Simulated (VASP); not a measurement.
Computed with PBEsol GGA, VASP's PBE PAW potentials (set 64) (plane waves; VASP 6.6.1).

VASP input:

### INCAR
```
# general
SYSTEM  = NiSbS
PREC    = Accurate
ENCUT   = 400
LREAL   = .FALSE.
LASPH   = .TRUE.

# electronic loop
EDIFF   = 1E-6
NELM    = 100
ALGO    = Normal
LMAXMIX = 4

# smearing
ISMEAR  = 1
SIGMA   = 0.1

# functional
GGA     = PS

# ions
IBRION  = 2
NSW     = 60
ISIF    = 3
EDIFFG  = -0.02

# output
LWAVE   = .FALSE.
LCHARG  = .FALSE.
```

KPOINTS:
```
Automatic mesh
0
Gamma
5 5 5
0 0 0
```

### POSCAR
```
NiSbS
1.0
  5.8549678147   0.0000000000   0.0000000000
  0.0000000000   5.8549678147   0.0000000000
  0.0000000000   0.0000000000   5.8549678147
Ni Sb S
4 4 4
Cartesian
  5.7270656921   5.7270656921   5.7270656921
  2.7995817847   3.0553860300   0.1279021226
  0.1279021226   2.7995817847   3.0553860300
  3.0553860300   0.1279021226   2.7995817847
  3.6999810620   3.6999810620   3.6999810620
  0.7724971547   5.0824706600   2.1549867527
  2.1549867527   0.7724971547   5.0824706600
  5.0824706600   2.1549867527   0.7724971547
  2.2230693360   2.2230693360   2.2230693360
  5.1505532434   0.7044145713   3.6318984787
  3.6318984787   5.1505532434   0.7044145713
  0.7044145713   3.6318984787   5.1505532434
```

POTCAR, in this order: Ni Sb S (PBE.64 set). Program: vasp_std.

Task: What will the output report for the number of irreducible k-points (NKPTS), number of bands (NBANDS), largest plane-wave count, number of space-group operations, FFT grid (NGX, NGY, NGZ)?

Result: 
```json
{
 "number of irreducible k-points (NKPTS)": "11",
 "number of bands (NBANDS)": "50",
 "largest_plane_wave_count": "3743",
 "number_of_space_group_operations": "12",
 "FFT grid (NGX, NGY, NGZ)": "40 × 40 × 40"
}
```

The compound is NiSbS in the sg198 structure. It was relaxed first. The start is the result of an earlier pass. The run is not spin-polarised, so no magnetic state was tried.
